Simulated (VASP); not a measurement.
Runs of VASP 6.6.1 on Bi. The structure is trigonal, space group R-3m (No. 166). Conventional cell: a = 4.535 Å, b = 4.535 Å, c = 11.814 Å, α = 90.00°, β = 90.00°, γ = 120.00°. Around Bi (site symmetry 3m) lie 6 Bi at 3.06 to 3.52 Å. 

```tsv
level	potentials or basis	k mesh	cutoff (eV)	gap on the mesh (eV)	pressure (GPa)	relaxed volume (Å³/atom)	largest force (eV/Å)
PBE	VASP PAW PBE potentials, release 64 (Bi_d)	12 × 12 × 10	600	none	0.0	(a)	-
LDA	VASP PAW LDA potentials, release 64 (Bi_d)	12 × 12 × 10	600	none	0.0	(b)	0.01
PBEsol	VASP PAW PBE potentials, release 64 (Bi_d)	12 × 12 × 10	600	none	0.0	34.38	-
PBE+D3(BJ)	VASP PAW PBE potentials, release 64 (Bi_d)	12 × 12 × 10	600	none	0.0	34.55	0.01
PBE	VASP PAW PBE potentials, release 64 (Bi)	6 × 6 × 5	300	none	0.0	36.78	0.01
```

Alike in all rows: task relaxation of cell and atoms; no spin polarisation; cell relaxed; smearing methfessel-paxton 0.1 eV.

Problem. Fill in the values left out.

Solution. (a) 36.86; (b) 33.58.

Caveats: spin-orbit coupling is left out, which moves the levels of the heavy elements; the PAW data sets were made with another functional, which shifts forces and pressure a little (some runs); pairwise dispersion overbinds metals, which lowers pressure and volume (some runs).

A k mesh can miss the band edges, and the runs leave out spin-orbit coupling on Bi.

A gap of «none» marks a metal or a gap under the smearing width.

Not every run made on this cell is shown here.
